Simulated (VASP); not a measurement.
Input:

```
Te
1.0
    2.25721    -3.90959     0.00000
    2.25721     3.90959     0.00000
    0.00000     0.00000     6.00235
Te
3
Direct
  0.00000   0.26300   0.66667
  0.73700   0.73700   0.00000
  0.26300   0.00000   0.33333
```

Computed with PBE GGA, VASP's PBE PAW potentials (set 64) (plane waves; VASP 6.6.1). Numerical set-up: 300 eV cut-off, 5×5×3 Γ-centred mesh, Fermi-Dirac smearing of 0.050 eV, potentials Te.

Q: Which forces act on the atoms, in eV/Å?

A: 
| atom | Fx | Fy | Fz |
|---|---|---|---|
| Te1 | 0.062 | 0.108 | 0.000 |
| Te2 | -0.125 | 0.000 | 0.000 |
| Te3 | 0.062 | -0.108 | 0.000 |

Q: Give the stress tensor in GPa (positive for a compressed cell).

A: 
```
 0.35   0.00   0.00
 0.00   0.35   0.00
 0.00   0.00  -0.02
```
The pressure is its mean diagonal, 0.23 GPa.

The structure is a typed Te crystal (P3_121). The cell was not relaxed at this level.
